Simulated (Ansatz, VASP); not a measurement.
# Cross-check of SnTeSe (1T-SnSeTe bilayer, AA) between VASP and Ansatz

Wanted: the spread between two codes on one cell, functional and k mesh. Of the first pair: The structure shown is the start of the Ansatz relaxation below; VASP solves that cell, so the two are compared at the walk's first step.

Main program and level: Ansatz 0.2.0; plane waves, with VASP 6.6.1 beside it; single point at PBE with D3(BJ).

## 1. Set-up

The cell holds 6 atoms: 2 Te, 2 Sn and 2 Se. Cell: a = 3.827 Å, b = 3.827 Å, c = 40.482 Å, α = 90.0°, β = 90.0°, γ = 120.0°. Vacuum lies along c. The height across the vacuum is the one that the program set for its solve, not the one typed.

## 2. Ansatz: relaxation, PBE with D3(BJ)

Ansatz runs on its default PAW (the set named soft_2) files.

The two programs are compared at the cell with which this relaxation starts, whose forces are those of its first step.

input.yaml reads:

```yaml
crystal:
  lattice:
    - [3.8272765, 0.0, 0.0]
    - [-1.91363825, 3.3145186763, 0.0]
    - [0.0, 0.0, 22.341175644]
  atoms:
    - { symbol: Te, position: [0.6666666667, 0.3333333333, 0.3133228131] }
    - { symbol: Sn, position: [0.0, 0.0, 0.3788799067] }
    - { symbol: Se, position: [0.3333333333, 0.6666666667, 0.428383357] }
    - { symbol: Te, position: [0.6666666667, 0.3333333333, 0.571616643] }
    - { symbol: Sn, position: [0.0, 0.0, 0.6371737366] }
    - { symbol: Se, position: [0.3333333333, 0.6666666667, 0.6866771869] }
  periodic: [true, true, false]
kpoints:
  mp_grid: { grid: [9, 9, 1] }
hamiltonian:
  xc: pbe
  dispersion: d3bj
scf:
  occupations: { method: fermi_dirac, width: 0.05 }
relax:
  f_tol: 0.01
  max_steps: 90
  cell: {}
```

Command:

```sh
$ ansatz run input.yaml --threads 4 --pin off --max-ram 8192MiB --backend cpu --events-out ev --progress --plain --runs-dir out
```

Numbers of over 12 decimals in the logs are rounded to 6 here.

What it wrote:

```text
Warning: crystal.periodic: the lattice vector that does not repeat stood 0.000° off the slab's normal, 22.341 Å along it as the deck builds it. The run solves the slab on a vector along the normal, 40.482 Å long, with every atom where it was (on the deck's vector they left 14.00 Å outside them, and the widest stretch free of ions among them is 3.20 Å). A fractional position that the run reports is one of the run's ce [...]
crystal.periodic: the lattice vector that does not repeat stood 0.000° off the slab's normal, 22.341 Å along it as the deck builds it. The run solves the slab on a vector along the normal, 40.482 Å long, with every atom where it was (on the deck's vector they left 14.00 Å outside them, and the widest stretch free of ions among them is 3.20 Å). A fractional position that the run reports is one of the run's cell, which [...]
Engine: ansatz 0.2.0, aarch64-unknown-linux-gnu
Pseudopotentials: kind: paw
Pseudopotential: Te, paw, valence charge 16, recommended cutoff 420 eV (normal), Te.paw.azcp
Pseudopotential: Sn, paw, valence charge 14, recommended cutoff 420 eV (normal), Sn.paw.azcp
Pseudopotential: Se, paw, valence charge 16, recommended cutoff 420 eV (normal), Se.paw.azcp
Functional definition: PBE
  parameter kappa = 0.804
  parameter beta = 0.066725
  exchange = pbe_x(kappa = kappa, mu = beta*pi^2/3)
  correlation = pbe_c(beta = beta)
Crystal: 6 atoms, lattice volume = 513.542 Å³
Basis set: ecut = 420 eV, 9999 PW (Γ), exchange–correlation on 54×54×576 points (8 copies of the dense FFT grid, shifted against one another)
Bands: 56, of which v1, the nominal top of the filled ones, is band 46 counted from 1 (45 counted from 0)
Symmetry: 6 space group operations
Space group: P3m1 (ITA 156), of the structure as read, at distance tolerance 8.0e-5 Å
k-points: 12 of 81 (time reversal used)
Non-local potential: Te, projectors of the file, l = 0: 2, l = 1: 2, l = 2: 2, l = 3: 2
Non-local potential: Sn, projectors of the file, l = 0: 2, l = 1: 2, l = 2: 2, l = 3: 2
Non-local potential: Se, projectors of the file, l = 0: 2, l = 1: 2, l = 2: 3, l = 3: 1
PAW form: soft (Blöchl's): semilocal exchange-correlation on the pseudo side does not see the compensation charge
PAW one-centre angular grid: Te, 590 points (default); XC on 64 Gauss nodes
PAW one-centre angular grid: Sn, 590 points (default); XC on 64 Gauss nodes
PAW one-centre angular grid: Se, 590 points (default); XC on 64 Gauss nodes
Initial density: superposition of atomic densities (neutral atoms: chi_scale 0, normalization atom), corrected by the library's trained network
[...]
iter 1 solved again at ethr=4.46e-6 eV; its pass at ethr=3.10e-3 eV (dr2=4.10e-3 eV) is discarded
SCF iter   1: F=—  HF=-36949.504717 eV  |F-HF|=—  |Δ(HF+E_count)|=         —  Δρ=3.24e-4  dr2=1.63e-5  ethr=4.46e-6  ⟨swp⟩=5.3  Hψ=6106  notcnv=0
eigensolver tolerance schedule: the retry pair's looser diagonalisation over-reported the residual by 251.16 of it (diagonalisation noise at 0.57 of the residual, at the tolerance the schedule requests for it); recorded, not acted on — ethr = c·dr2/N_el stays at c = 1.0e-1
preconditioner: auto → LDOS  [metal: Δε(μ)=0.040 eV  Ē_g=8.982 eV  σ=0.050 eV  W_gap=0.20  n_scr=92 (ndim 8)  ℏωp=9.0 eV  f_vac=0.675  D(μ)=1.58/eV (n_scr^D=8)  β→1.0]
SCF iter   2: F=—  HF=-36949.520918 eV  |F-HF|=—  |Δ(HF+E_count)|=   1.62e-2  Δρ=1.52e-5  dr2=1.36e-5  ethr=1.77e-8  ⟨swp⟩=4.2  Hψ=1656  notcnv=0
SCF iter   3: F=—  HF=-36949.520843 eV  |F-HF|=—  |Δ(HF+E_count)|=   7.43e-5  Δρ=1.67e-5  dr2=8.55e-6  ethr=1.47e-8  ⟨swp⟩=3.4  Hψ=1231  notcnv=0
SCF iter   4: F=—  HF=-36949.520915 eV  |F-HF|=—  |Δ(HF+E_count)|=   7.18e-5  Δρ=3.58e-6  dr2=2.69e-7  ethr=9.30e-9  ⟨swp⟩=1.9  Hψ=785  notcnv=0
SCF iter   5: F=—  HF=-36949.521007 eV  |F-HF|=—  |Δ(HF+E_count)|=   9.19e-5  Δρ=1.30e-6  dr2=5.91e-8  ethr=2.92e-10  ⟨swp⟩=3.0  Hψ=1376  notcnv=0
SCF iter   6: F=—  HF=-36949.521007 eV  |F-HF|=—  |Δ(HF+E_count)|=   2.07e-7  Δρ=4.36e-7  dr2=4.04e-9  ethr=6.43e-11  ⟨swp⟩=2.2  Hψ=1222  notcnv=0
SCF iter   7: F=—  HF=-36949.521007 eV  |F-HF|=—  |Δ(HF+E_count)|=   4.94e-9  Δρ=1.33e-7  dr2=2.47e-10  ethr=4.39e-12  ⟨swp⟩=3.0  Hψ=1176  notcnv=0
SCF iter   8: F=-36949.521007 eV  HF=-36949.521007 eV  |F-HF|=5.47e-9  |Δ(HF+E_count)|=   1.80e-8  Δρ=5.38e-8  dr2=1.40e-11  ethr=1.00e-12  ⟨swp⟩=7.8  Hψ=4213  notcnv=0
SCF 8 converged in 8 iterations: F = -36949.521007 eV  dr2 = 1.40e-11
relax step   8: F+E_penalty+E_count = -36949.52100721 eV  Δ(F+E_penalty+E_count) = -2.361e-3 eV  max|allowed force component| = 8.869e-3 eV/Å  Δτ_max = 0.0000 Å  P = -0.054 N/m  Ω = 548.320 Å³  fix = [c, alpha, beta]  reactions: c -0.000 N/m  stress off target by 5.38e-2 N/m on what of the cell is left free  SCF on the basis re-selected at this cell (its energy is not comparable with the rows above)  (8 SCF iters)
[...]
relax step   9: F+E_penalty+E_count = -36949.52106288 eV  Δ(F+E_penalty+E_count) = -5.568e-5 eV  max|allowed force component| = 2.990e-3 eV/Å  Δτ_max = 0.0031 Å  P = -0.008 N/m  Ω = 547.874 Å³  energy of the carried Pulay correction = +2.825e-5 eV  fix = [c, alpha, beta]  reactions: c -0.000 N/m  (6 SCF iters, dr2 threshold 2.15e-9 eV, accepted)
[...]
relax step  10: F+E_penalty+E_count = -36949.52103835 eV  Δ(F+E_penalty+E_count) = +2.453e-5 eV  max|allowed force component| = 2.988e-3 eV/Å  Δτ_max = 0.0000 Å  P = -0.007 N/m  Ω = 547.874 Å³  fix = [c, alpha, beta]  reactions: c -0.000 N/m  stress off target by 7.49e-3 N/m on what of the cell is left free  SCF on the basis re-selected at this cell (its energy is not comparable with the rows above)  (7 SCF iters)
basis re-selected at this cell: Δ(F+E_penalty+E_count) = +2.453e-5 eV, ΔP = +0.000 N/m vs the last step (what re-selecting the basis moved, of the pressure what is left beyond the Pulay correction that the steps carried, after the strain that the cell walked since its last selection, with what the two solves' SCF thresholds leave and, on support functions, any second-order correction that the steps lacked; it is no m [...]
SCF converged after 7 iterations
Free energy (F): -36949.521038 eV
Harris-Foulkes:  -36949.521038 eV  (|F-HF|=2.18e-11)
Internal energy: -36949.507612 eV  (E = F + TS)
E sigma→0 (E₀):  -36949.514325 eV
Entropy (-TS):   -0.013426 eV (-2.238 meV/atom)
Fermi energy:    -5.114120 eV
--- Per-component energies (eV) ---
  E_band       = -2751.471846
  E_kinetic    = 971.307617
  E_local      = -357567.540803  (includes V_loc(G=0)·N_el)
  E_nonlocal   = -1874.086612
  E_hartree    = 178678.209202
  E_xc         = -1219.346220
  E_vxc        = -593.612969  (∫ρ·V_xc dr)
  E_paw        = -21427.139325  (= ΣΔE_a)
  E_vpaw       = -1043.955867  (= ΣTr[D̂ρ^β])
  E_aug_tail   = -0.001607  (compensation charges beyond the density's cutoff)
  E_ewald      = 165491.090125
  E_disp       = -1.999989  (pairwise vdW)
  E_smearing   = -0.013426  (= −TS)
  E_closure    = -0.000000  (closes the sum)
  Σ components = -36949.521038   (vs F -36949.521038, Δ=0.00e0)
--- Forces (eV/Å), atoms counted from 1 ---
  atom   1  Te     0.00000000     0.00000000     0.00112709
  atom   2  Sn    -0.00000000    -0.00000000    -0.00070145
  atom   3  Se    -0.00000000     0.00000000    -0.00127895
  atom   4  Te    -0.00000000     0.00000000     0.00298787
  atom   5  Sn    -0.00000000     0.00000000    -0.00274488
  atom   6  Se     0.00000000     0.00000000     0.00061022
  max |Σ_I F_I| component: 1.09e-7 eV/Å
--- 2D stress c σ (N/m, compression-positive) ---
       -0.007490      -0.000000      -0.000000
       -0.000000      -0.007490       0.000000
       -0.000000       0.000000      -0.000000
  P = ½ c Tr σ = -0.0075 N/m
--- Relaxed structure (8 steps of the walk, 8 accepted, 2 SCFs on fresh bases) ---
  F+E_penalty+E_count = -36949.52103835 eV   max|allowed force component| = 2.988e-3 eV/Å   (the final SCF, on the basis selected at the relaxed cell)
  cell:  # Å, volume = 547.8742 Å³
    - [3.953140, 9.315792459178664e-18, 0]
    - [-1.976570, 3.423520, 0]
    - [0, 0, 40.482351]
  atoms:
    - { symbol: Te, position: [0.666667, 0.333333, 0.157656] }
    - { symbol: Sn, position: [0, 0, 0.202999] }
    - { symbol: Se, position: [0.333333, 0.666667, 0.242039] }
    - { symbol: Te, position: [0.666667, 0.333333, 0.310611] }
    - { symbol: Sn, position: [0, 0, 0.356227] }
    - { symbol: Se, position: [0.333333, 0.666667, 0.394950] }
```

The column dr2 measures how far the density is from self-consistency, as an energy; F and HF (Harris–Foulkes) agree once it is small.

## 3. VASP: single point, PBE with D3(BJ), start cell, pair 1

The same cell, functional, mesh and smearing now go to VASP, with its own data sets.

Lines of VASP's logs that name or quote its potential files are left out, and so is its time.

INCAR reads:

```
SYSTEM = SnTeSe
PREC = Accurate
ENCUT = 400
EDIFF = 1E-06
NELM = 120
ISMEAR = -1
SIGMA = 0.05
LREAL = .FALSE.
ALGO = Normal
GGA = PE
IVDW = 12
NBANDS = 32
LORBIT = 11
LWAVE = .FALSE.
LCHARG = .FALSE.
ISIF = 2
LDIPOL = .TRUE.
IDIPOL = 3
DIPOL = 0.5 0.5 0.277
LVHAR = .TRUE.
LASPH = .TRUE.
GGA_COMPAT = .FALSE.
NELMDL = -8
KPAR = 2
```

POSCAR reads:

```
SnTeSe
1.0
    3.8272760000      0.0000000000      0.0000000000
   -1.9136380000      3.3145190000      0.0000000000
    0.0000000000      0.0000000000     40.4823510000
Te Sn Se
2 2 2
Direct
    0.6666667170      0.3333334339      0.1729148586
    0.6666667170      0.3333334339      0.3154606312
    0.0000000503      0.0000001006      0.2090941556
    0.0000000503      0.0000001006      0.3516399035
    0.3333333837      0.6666667672      0.2364138387
    0.3333333837      0.6666667672      0.3789596113
```

KPOINTS reads:

```
Automatic mesh
0
Gamma
9 9 1
0 0 0
```

PAW data sets: Te, Sn_d and Se (PBE family, release 64).

Command:

```sh
$ mpirun -np 2 vasp_std
```

What it wrote:

```text
[banner, memory and clock lines left out]
running    2 mpi-ranks, on    1 nodes
 distrk:  each k-point on    1 cores,    2 groups
 distr:  one band on    1 cores,    1 groups

 POSCAR found type information on POSCAR TeSnSe
 POSCAR found :  3 types and       6 ions
 LDA part: xc-table for (Slater+PW92), standard interpolation
 POSCAR, INCAR and KPOINTS ok, starting setup
 FFT: planning ... GRIDC
 FFT: planning ... GRID_SOFT
 FFT: planning ... GRID
 WAVECAR not read
 entering main loop
       N       E                     dE             d eps       ncg     rms          rms(c)
DAV:   1     0.393053139250E+03    0.39305E+03   -0.19688E+04   952   0.111E+03
DAV:   2     0.266350957714E+02   -0.36642E+03   -0.36017E+03   992   0.268E+02
DAV:   3    -0.160870268549E+02   -0.42722E+02   -0.42206E+02   976   0.118E+02
DAV:   4    -0.175754020878E+02   -0.14884E+01   -0.14842E+01   984   0.251E+01
DAV:   5    -0.176313119742E+02   -0.55910E-01   -0.55897E-01  1088   0.461E+00
DAV:   6    -0.176330557436E+02   -0.17438E-02   -0.17433E-02  1112   0.746E-01
DAV:   7    -0.176331198341E+02   -0.64090E-04   -0.64090E-04  1184   0.125E-01
DAV:   8    -0.176331212843E+02   -0.14502E-05   -0.14502E-05   992   0.178E-02    0.136E+01
DAV:   9    -0.170741116390E+02    0.55901E+00   -0.78200E-01  1048   0.866E+00    0.861E+00
DAV:  10    -0.169831249647E+02    0.90987E-01   -0.88402E-01  1136   0.588E+00    0.998E-01
DAV:  11    -0.169568796733E+02    0.26245E-01   -0.15231E-01  1048   0.375E+00    0.572E-01
DAV:  12    -0.169581238884E+02   -0.12442E-02   -0.12903E-02   944   0.529E-01    0.336E-01
DAV:  13    -0.169581445247E+02   -0.20636E-04   -0.10551E-03  1104   0.369E-01    0.154E-01
DAV:  14    -0.169582548053E+02   -0.11028E-03   -0.37640E-04  1008   0.120E-01    0.478E-02
[...]
DAV:  20    -0.169584036785E+02   -0.42029E-04   -0.29419E-06   696   0.475E-03    0.426E-03
DAV:  21    -0.169584151911E+02   -0.11513E-04   -0.32978E-07   640   0.255E-03    0.212E-03
DAV:  22    -0.169584310675E+02   -0.15876E-04   -0.74544E-07   640   0.296E-03    0.285E-03
DAV:  23    -0.169584417273E+02   -0.10660E-04   -0.78002E-07   656   0.279E-03    0.104E-03
DAV:  24    -0.169584429564E+02   -0.12291E-05   -0.33489E-08   640   0.933E-04    0.859E-04
DAV:  25    -0.169584466358E+02   -0.36793E-05   -0.56786E-08   592   0.811E-04    0.254E-04
DAV:  26    -0.169584486870E+02   -0.20513E-05   -0.26023E-08   608   0.717E-04    0.258E-04
DAV:  27    -0.169584492791E+02   -0.59206E-06   -0.43228E-09   552   0.481E-04
   1 F= -.19250000E+02 E0= -.19248748E+02  d E =-.250293E-02
```

OUTCAR, selected parts (step 3):

```text
ion  position               nearest neighbor table
   1  0.667  0.333  0.173-   3 2.65   3 2.65   3 2.65
   2  0.667  0.333  0.315-   4 2.65   4 2.65   4 2.65
   3  0.000  0.000  0.209-   5 2.47   5 2.47   5 2.47   1 2.65   1 2.65   1 2.65
   4  0.000  0.000  0.352-   6 2.47   6 2.47   6 2.47   2 2.65   2 2.65   2 2.65
   5  0.333  0.667  0.236-   3 2.47   3 2.47   3 2.47
   6  0.333  0.667  0.379-   4 2.47   4 2.47   4 2.47

  LATTYP: Found a hexagonal cell.
 ALAT       =     3.8272760000
 C/A-ratio  =    10.5773273211

 Subroutine GETGRP returns: Found  6 space group operations
 (whereof  6 operations were pure point group operations)

The static configuration has the point symmetry C_3v.

 Found     12 irreducible k-points:

   k-points           NKPTS =     12   k-points in BZ     NKDIM =     12   number of bands    NBANDS=     32

   dimension x,y,z NGX =    28 NGY =   28 NGZ =  270
   dimension x,y,z NGXF=    56 NGYF=   56 NGZF=  540

   ENCUT  =  400.0 eV  29.40 Ry    5.42 a.u.   6.24  6.24 66.02*2*pi/ulx,y,z

   NELECT =      52.0000    total number of electrons

 k-points in reciprocal lattice and weights: Automatic mesh
   0.00000000  0.00000000  0.00000000       0.012
   0.11111111 -0.00000000  0.00000000       0.074
   0.22222222 -0.00000000  0.00000000       0.074
   0.33333333  0.00000000  0.00000000       0.074
   0.44444444 -0.00000000  0.00000000       0.074
   0.11111111  0.11111111  0.00000000       0.074
   0.22222222  0.11111111  0.00000000       0.148
   0.33333333  0.11111111  0.00000000       0.148
   0.44444444  0.11111111  0.00000000       0.074
   0.22222222  0.22222222  0.00000000       0.074
   0.33333333  0.22222222  0.00000000       0.148
   0.33333333  0.33333333  0.00000000       0.025

 dipolmoment           0.000000      0.000000      0.007095 electrons x Angstroem

 average (electrostatic) potential at core
       1 -95.5381       2 -95.5231       3-109.2853       4-109.2625       5 -60.0452
       6 -59.9898

 E-fermi :  -1.6621

 k-point     1 :       0.0000    0.0000    0.0000
  band No.  band energies     occupation
    ...
     22      -2.3474      2.00000
     23      -2.3474      2.00000
     24      -2.2902      1.99999
     25      -2.2902      1.99999
     26      -2.2874      1.99999
     27      -0.9986      0.00000
     28      -0.6303      0.00000
     29       0.8764      0.00000
     30       0.9627      0.00000
     31       1.8427      0.00000
    ...

 k-point     2 :       0.1111   -0.0000    0.0000
  band No.  band energies     occupation
    ...
     22      -3.1248      2.00000
     23      -2.7872      2.00000
     24      -2.1891      1.99995
     25      -2.1168      1.99978
     26      -1.9902      1.99718
     27      -0.2349      0.00000
     28      -0.0939      0.00000
     29       1.2290      0.00000
     30       1.3392      0.00000
     31       2.1755      0.00000
    ...

 k-point     3 :       0.2222   -0.0000    0.0000
  band No.  band energies     occupation
    ...
     22      -4.0462      2.00000
     23      -2.8708      2.00000
     24      -2.1476      1.99988
     25      -2.0734      1.99947
     26      -2.0034      1.99783
     27      -0.3217      0.00000
     28      -0.0006      0.00000
     29       1.6404      0.00000
     30       1.8105      0.00000
     31       3.0852      0.00000
    ...

 Edisp (eV)   -2.29155

  Total      28.01784    28.01786    26.34909     0.00000     0.00000     0.00000
  in kB      87.41164    87.41168    82.20538     0.00000     0.00000     0.00000
  external pressure =       85.68 kB  Pullay stress =        0.00 kB

  energy-cutoff  :      400.00
  volume of cell :      513.54
      direct lattice vectors                 reciprocal lattice vectors
     3.827276000  0.000000000  0.000000000     0.261282437  0.150851451  0.000000000
    -1.913638000  3.314519000  0.000000000     0.000000000  0.301702902  0.000000000
     0.000000000  0.000000000 40.482351000     0.000000000  0.000000000  0.024702123

 POSITION                                       TOTAL-FORCE (eV/Angst)
 -----------------------------------------------------------------------------------
      1.91364      1.10484      7.00000        -0.000000     -0.000000     -4.998831
      1.91364      1.10484     12.77059         0.000000      0.000000     -5.014954
      0.00000      0.00000      8.46462        -0.000000      0.000000     -0.351409
      0.00000      0.00000     14.23521         0.000000     -0.000000     -0.403446
      0.00000      2.20968      9.57059        -0.000000      0.000000      5.380354
      0.00000      2.20968     15.34118         0.000000      0.000000      5.388286
 -----------------------------------------------------------------------------------
    total drift:                               -0.000000     -0.000634     -0.000657

  FREE ENERGIE OF THE ION-ELECTRON SYSTEM (eV)
  ---------------------------------------------------
  free  energy   TOTEN  =       -19.2499996048 eV

  energy  without entropy=      -19.2474966724  energy(sigma->0) =      -19.24874814

 vacuum level on the upper side and lower side of the slab         3.649         3.548

 total charge
# of ion       s       p       d       tot
------------------------------------------
    1        1.393   2.153   0.051   3.597
    2        1.395   2.153   0.053   3.601
    3        1.062   1.360  10.241  12.663
    4        1.060   1.360  10.241  12.661
    5        1.477   2.501   0.054   4.032
    6        1.475   2.504   0.051   4.031
--------------------------------------------------
tot          7.863  12.031  20.690  40.584

[... 3 further parts left out ...]
```

## 4. Side by side

Known differences besides the potentials themselves: Ansatz cuts the interaction across the vacuum, VASP repeats the sheet with a dipole correction; the data sets hold 92 valence electrons in Ansatz (on its default PAW (the set named soft_2) files) and 52 in VASP; the cutoff is 420 eV in Ansatz and 400 eV in VASP. Total energies have different zeros and are not compared.

Forces (eV/Å; atoms numbered as in POSCAR):

```tsv
atom	Ansatz x, y, z	VASP x, y, z
Te1	0.000, 0.000, -4.974	0.000, 0.000, -4.999
Te2	0.000, 0.000, -4.990	0.000, 0.000, -5.015
Sn3	0.000, 0.000, -0.360	0.000, 0.000, -0.351
Sn4	0.000, 0.000, -0.415	0.000, 0.000, -0.403
Se5	0.000, 0.000, 5.366	0.000, 0.000, 5.380
Se6	0.000, 0.000, 5.374	0.000, 0.000, 5.388
```

The forces differ by 10 meV/Å r.m.s., which is 0.4 % of the r.m.s. force of 2.454 eV/Å (both taken over all components). With vacuum in the cell, a pressure given here is an average over mostly empty space and none of the material.

(Part 1 of 2 ends here.)

[Lines on the potential files, build, host, timing and source positions are cut from VASP's logs without a mark.]

[Logs are printed without paths, hosts, clocks, repeated set-up lines and the standing remarks that a program may print on its own settings, such as how far it seeks lower states.]

[Hosts, paths, dates, database ids (printed as entryN), source tags and the programs' standing remarks are cut or masked in the printed files.]
